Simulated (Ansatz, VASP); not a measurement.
# Na2LiIrF6 in two plane-wave programs, part 2 of 2

Aim: how closely do two programs agree when they are given the same cell, functional and k mesh? The cell is taken from a series of runs on this material, whose earlier steps may have relaxed, scaled, displaced or heated it; both programs get it as it stands.

VASP 6.6.1 and Ansatz 0.2.0.

So far: Starting point; VASP: dielectric response, LDA.

### 3. Ansatz: dielectric response, LDA

Level of this step: Ansatz beside VASP: Kohn-Sham DFT, plane waves, LDA (Ansatz).

Ansatz runs on its default PAW (the set named soft_2) files.

The same cell, functional (in two slightly different forms) and mesh now go to Ansatz, which takes its cutoff from its data sets.

The input, input.yaml:

```yaml
crystal:
  lattice:
    - [0.0, 4.004814, 4.004814]
    - [4.004814, 0.0, 4.004814]
    - [4.004814, 4.004814, 0.0]
  atoms:
    - { symbol: Na, position: [0.75, 0.75, 0.75] }
    - { symbol: Na, position: [0.25, 0.25, 0.25] }
    - { symbol: Li, position: [0.5, 0.5, 0.5] }
    - { symbol: Ir, position: [0.0, 0.0, 0.0] }
    - { symbol: F, position: [0.747678, 0.252322, 0.252322] }
    - { symbol: F, position: [0.252322, 0.252322, 0.747678] }
    - { symbol: F, position: [0.252322, 0.747678, 0.747678] }
    - { symbol: F, position: [0.252322, 0.747678, 0.252322] }
    - { symbol: F, position: [0.747678, 0.252322, 0.747678] }
    - { symbol: F, position: [0.747678, 0.747678, 0.252322] }
kpoints:
  mp_grid: { grid: [6, 6, 6] }
hamiltonian:
  xc: lda
scf:
  occupations: { method: fixed }
dielectric: {}
```

The run is started by

```bash
> ansatz run input.yaml --threads 4 --pin off --max-ram 5529MiB --backend cpu --events-out ev --progress --plain --runs-dir out
```

Numbers of over 12 decimals in the logs are rounded to 6 here.

Output:

```text
Engine: ansatz 0.2.0, aarch64-unknown-linux-gnu
Pseudopotentials: kind: paw
Pseudopotential: Na, paw, valence charge 9, recommended cutoff 420 eV (normal), Na.paw.azcp
Pseudopotential: Li, paw, valence charge 3, recommended cutoff 420 eV (normal), Li.paw.azcp
Pseudopotential: Ir, paw, valence charge 17, recommended cutoff 420 eV (normal), Ir.paw.azcp
Pseudopotential: F, paw, valence charge 7, recommended cutoff 420 eV (normal), F.paw.azcp
Functional definition: SPW92
  exchange = slater_x
  correlation = pw_c
Crystal: 10 atoms, lattice volume = 128.463 Å³
Basis set: ecut = 420 eV, 2565 PW (Γ), exchange–correlation on 80×80×80 points (8 copies of the dense FFT grid, shifted against one another)
Bands: 50, of which v1, the nominal top of the filled ones, is band 40 counted from 1 (39 counted from 0)
Symmetry: 48 space group operations
k-points: 30 of 216 (irreducible under 8 space group operations, time reversal used)
Non-local potential: Na, projectors of the file, l = 0: 3, l = 1: 2, l = 2: 1
Non-local potential: Li, projectors of the file, l = 0: 3, l = 1: 2, l = 2: 1
Non-local potential: Ir, projectors of the file, l = 0: 3, l = 1: 2, l = 2: 2, l = 3: 1
Non-local potential: F, projectors of the file, l = 0: 2, l = 1: 2, l = 2: 1
PAW form: soft (Blöchl's): semilocal exchange-correlation on the pseudo side does not see the compensation charge
PAW frozen core: Na, regenerated for the run's functional, and the local potential with it (the file was generated under x = pbe(κ = 0.804, μ = 0.219515), c = pbe(β = 0.066725))
PAW frozen core: Ir, regenerated for the run's functional, and the local potential with it (the file was generated under x = pbe(κ = 0.804, μ = 0.219515), c = pbe(β = 0.066725))
PAW frozen core: F, regenerated for the run's functional, and the local potential with it (the file was generated under x = pbe(κ = 0.804, μ = 0.219515), c = pbe(β = 0.066725))
PAW one-centre angular grid: Na, 110 points (default); XC on 64 Gauss nodes
PAW one-centre angular grid: Li, 110 points (default); XC on 64 Gauss nodes
PAW one-centre angular grid: Ir, 590 points (default); XC on 64 Gauss nodes
PAW one-centre angular grid: F, 110 points (default); XC on 64 Gauss nodes
Initial density: superposition of atomic densities (neutral atoms: chi_scale 0, normalization atom), corrected by the library's trained network
Initial wavefunctions: pseudopotential atomic-orbital guess
Functional: x = slater, c = lda
SCF iter   1: F=—  HF=-19565.779965 eV  |F-HF|=—  |Δ(HF+E_count)|=         —  Δρ=1.95e-2  dr2=3.44e-1  ethr=1.77e-3  ⟨swp⟩=4.0  Hψ=4653  notcnv=0  defer=220
preconditioner: auto → Resta (q_TF=auto, 2.521 Å⁻¹)  ε∞=3.2  [insulator: Δε(μ)=2.005 eV  Ē_g=17.786 eV  n_scr=26 (ndim 8)  ℏωp=26.6 eV  f_vac=0.164  ε∞_Penn≈3.2]
SCF iter   2: F=—  HF=-19565.682155 eV  |F-HF|=—  |Δ(HF+E_count)|=   9.78e-2  Δρ=6.05e-3  dr2=3.01e-2  ethr=4.30e-4  ⟨swp⟩=2.1  Hψ=2393  notcnv=0  defer=236
SCF iter   3: F=—  HF=-19565.674682 eV  |F-HF|=—  |Δ(HF+E_count)|=   7.47e-3  Δρ=2.11e-3  dr2=4.55e-3  ethr=3.77e-5  ⟨swp⟩=2.0  Hψ=2054  notcnv=0  defer=238
SCF iter   4: F=—  HF=-19565.673432 eV  |F-HF|=—  |Δ(HF+E_count)|=   1.25e-3  Δρ=8.03e-4  dr2=8.72e-4  ethr=5.69e-6  ⟨swp⟩=2.0  Hψ=1846  notcnv=0  defer=238
SCF iter   5: F=—  HF=-19565.673182 eV  |F-HF|=—  |Δ(HF+E_count)|=   2.50e-4  Δρ=1.43e-4  dr2=4.58e-5  ethr=1.09e-6  ⟨swp⟩=2.0  Hψ=1855  notcnv=0  defer=170
SCF iter   6: F=—  HF=-19565.673178 eV  |F-HF|=—  |Δ(HF+E_count)|=   3.78e-6  Δρ=2.41e-5  dr2=1.61e-6  ethr=5.73e-8  ⟨swp⟩=2.6  Hψ=2176  notcnv=0  defer=128
SCF iter   7: F=—  HF=-19565.673178 eV  |F-HF|=—  |Δ(HF+E_count)|=   3.62e-7  Δρ=9.17e-6  dr2=7.33e-8  ethr=2.02e-9  ⟨swp⟩=2.0  Hψ=2357  notcnv=0  defer=128
SCF iter   8: F=—  HF=-19565.673178 eV  |F-HF|=—  |Δ(HF+E_count)|=   2.49e-8  Δρ=2.42e-6  dr2=4.80e-9  ethr=9.17e-11  ⟨swp⟩=2.0  Hψ=2542  notcnv=0  defer=128
SCF iter   9: F=—  HF=-19565.673178 eV  |F-HF|=—  |Δ(HF+E_count)|=  3.20e-10  Δρ=3.57e-7  dr2=1.33e-10  ethr=6.00e-12  ⟨swp⟩=2.0  Hψ=2272  notcnv=0  defer=128
SCF iter  10: F=-19565.673178 eV  HF=-19565.673178 eV  |F-HF|=3.64e-12  |Δ(HF+E_count)|=  8.73e-11  Δρ=6.17e-8  dr2=4.72e-12  ethr=1.00e-12  ⟨swp⟩=9.0  Hψ=4789  notcnv=0
SCF 1 converged in 10 iterations: F = -19565.673178 eV  dr2 = 4.72e-12
  greatest PAW one-centre occupation: 1.000 electrons in one spin orbital (limit 2), on the Li atom at site 2 (counted from 0), in its partial waves of l = 0
NSCF: frozen V_eff on 2 k-points
DFPT response loops at Γ: preconditioner auto → Resta (q_TF=auto, 2.521 Å⁻¹)  ε∞=5.4 (no band partly filled); β = 1.00, the filter's whole step (`scf.mixing.beta` (0.50) is not read by the response loops at its default; to damp them type it under 1.00, their step now; it binds the ground state too); Broyden in place of MSR1
── the response to a field inside a basis, on 6×6×6 k-points: an SCF that follows is theirs, and a resumed run solves both again ──
Bands: 41, of which v1, the nominal top of the filled ones, is band 40 counted from 1 (39 counted from 0)
k-points: 28 of 216 (irreducible under 12 space group operations)
Initial density: handed on by an earlier stage of this run
Initial wavefunctions: pseudopotential atomic-orbital guess (no wavefunctions were taken with the density)
Eigensolver: Dense (28 Hₖ)
SCF iter   1: F=—  HF=-19565.507736 eV  |F-HF|=—  |Δ(HF+E_count)|=         —  Δρ=5.43e-4  dr2=1.17e-4  ethr=1.00e-1
preconditioner: auto → Resta (q_TF=auto, 2.521 Å⁻¹)  ε∞=4.9  [insulator: Δε(μ)=2.084 eV  Ē_g=13.543 eV  n_scr=26 (ndim 8)  ℏωp=26.6 eV  f_vac=0.144  ε∞_Penn≈4.9]
SCF iter   2: F=—  HF=-19565.507740 eV  |F-HF|=—  |Δ(HF+E_count)|=   3.96e-6  Δρ=2.22e-4  dr2=2.99e-5  ethr=1.47e-7
SCF iter   3: F=—  HF=-19565.507745 eV  |F-HF|=—  |Δ(HF+E_count)|=   5.34e-6  Δρ=1.23e-4  dr2=7.40e-6  ethr=3.74e-8
SCF iter   4: F=—  HF=-19565.507748 eV  |F-HF|=—  |Δ(HF+E_count)|=   2.40e-6  Δρ=1.31e-5  dr2=1.94e-7  ethr=9.25e-9
SCF iter   5: F=-19565.507748 eV  HF=-19565.507748 eV  |F-HF|=7.86e-9  |Δ(HF+E_count)|=   4.54e-9  Δρ=4.26e-6  dr2=3.53e-8  ethr=2.42e-10
SCF 1 converged in 5 iterations: F = -19565.507748 eV  dr2 = 3.53e-8
DFPT response loops at Γ: mixed as the last ones told, above
SCF converged after 10 iterations
Free energy (F): -19565.673178 eV
Harris-Foulkes:  -19565.673178 eV  (|F-HF|=3.64e-12)
Internal energy: -19565.673178 eV  (E = F + TS)
E sigma→0 (E₀):  -19565.673178 eV
Fermi energy:    5.022261 eV
--- Per-component energies (eV) ---
  E_band       = -1109.139499
  E_kinetic    = 2113.172858
  E_local      = -8303.726228  (includes V_loc(G=0)·N_el)
  E_nonlocal   = 735.517602
  E_hartree    = 3045.466886
  E_xc         = -817.173639
  E_vxc        = -1013.425253  (∫ρ·V_xc dr)
  E_paw        = -10585.483216  (= ΣΔE_a)
  E_vpaw       = -731.623858  (= ΣTr[D̂ρ^β])
  E_aug_tail   = 0.011611  (compensation charges beyond the density's cutoff)
  E_ewald      = -5754.831943
  E_core_change = 1.372893  (= ΣΔE_core)
  E_smearing   = -0.000000  (= −TS)
  E_closure    = 0.000000  (closes the sum)
  Σ components = -19565.673178   (vs F -19565.673178, Δ=0.00e0)
--- Band table (eV; the first three rows and the last of 30) ---
  k-point 0: bands = [... 36 lower, 1.4897, 4.6989, 4.6989, 4.6989, 7.1623, 7.6725, 7.6725, 11.5164, ... 6 higher]
  k-point 1: bands = [... 36 lower, 1.4475, 4.7228, 4.7465, 4.7465, 7.4862, 7.5975, 7.5975, 11.4991, ... 6 higher]
  k-point 2: bands = [... 36 lower, 1.3326, 4.7548, 4.8333, 4.8333, 7.4556, 7.4556, 8.3220, 10.7327, ... 6 higher]
  k-point 29: bands = [... 36 lower, 1.3614, 4.7915, 4.9453, 5.0222, 7.1864, 7.5485, 10.2878, 10.3878, ... 6 higher]
--- Dielectric response (ions clamped): 3 representative field directions + reference, inside a basis on a mesh of 216 k-points (Σ response iterations 18) ---
  ε∞ (high-frequency dielectric tensor):
        2.381639     0.000000     0.000000
        0.000000     2.381639     0.000000
        0.000000     0.000000     2.381639
  Born effective charges Z* (e; rows j = field, columns β = displacement):
    site 0:
         1.17126    0.00000    0.00000
         0.00000    1.17126    0.00000
        -0.00000   -0.00000    1.17126
    site 1:
         1.17126    0.00000    0.00000
        -0.00000    1.17126   -0.00000
        -0.00000    0.00000    1.17126
    site 2:
         1.38274    0.00000   -0.00000
         0.00000    1.38274    0.00000
        -0.00000   -0.00000    1.38274
    site 3:
         2.11158    0.00000    0.00000
         0.00000    2.11158   -0.00000
         0.00000    0.00000    2.11158
    site 4:
        -1.74986   -0.00000    0.00000
        -0.00000   -0.58428   -0.00000
         0.00000    0.00000   -0.58428
    site 5:
        -0.58428    0.00000   -0.00000
        -0.00000   -0.58428   -0.00000
        -0.00000   -0.00000   -1.74986
    site 6:
        -1.74986   -0.00000    0.00000
        -0.00000   -0.58428   -0.00000
         0.00000   -0.00000   -0.58428
    site 7:
        -0.58428    0.00000    0.00000
         0.00000   -1.74986    0.00000
        -0.00000   -0.00000   -0.58428
    site 8:
        -0.58428    0.00000   -0.00000
         0.00000   -1.74986    0.00000
        -0.00000   -0.00000   -0.58428
    site 9:
        -0.58428    0.00000   -0.00000
        -0.00000   -0.58428    0.00000
        -0.00000    0.00000   -1.74986
  Z* charge neutrality: 2.136e-3 e pre-enforcement
  solved inside a basis spanned on kpoints, on 6×6×6 k-points, its susceptibility summed on 10×10×10: ε∞ is read to err by 5.0e-3, Z* by 1.8e-2 e (field_mesh: kpoints solves on kpoints); Z* is corrected for what the basis lacks
```

### 4. Differences

Known differences besides the potentials themselves: the two LDA forms differ slightly; fixed occupations in Ansatz, narrow Gaussian smearing in VASP; VASP's response is taken on the typed mesh, Ansatz refines its own for the field response alone; the data sets hold 80 valence electrons in Ansatz (on its default PAW (the set named soft_2) files) and 68 in VASP; the cutoff is 420 eV in Ansatz and 650 eV in VASP; VASP's log shows a relativistic correction to its local exchange, Ansatz's none. Total energies have different zeros and are not compared.

Both answers:

| quantity | Ansatz | VASP | difference |
| --- | --- | --- | --- |
| ε∞ xx | 2.38 | 2.38 | +0.24 % |
| ε∞ yy | 2.38 | 2.38 | +0.24 % |
| ε∞ zz | 2.38 | 2.38 | +0.24 % |

### 5. Summary of results

```json
{"difference in ε∞ xx (dielectric response, LDA)": "0.24 %"}
```

What this shows: The difference in ε∞ xx is 0.24 % (dielectric response, LDA), within the 5 % picked in this series as the mark of a large difference. The data sets hold unlike numbers of valence electrons (80 in Ansatz and 68 in VASP), so part of the differences comes from the potentials. Such differences can come from data sets, numerical settings and the points named under the comparisons, not from the functional's error against experiment.

[Lines on the potential files, build, host, timing and source positions are cut from VASP's logs without a mark.]

[Logs are printed without paths, hosts, clocks, repeated set-up lines and the standing remarks that a program may print on its own settings, such as how far it seeks lower states.]

[Hosts, paths, dates, database ids (printed as entryN), source tags and the programs' standing remarks are cut or masked in the printed files.]
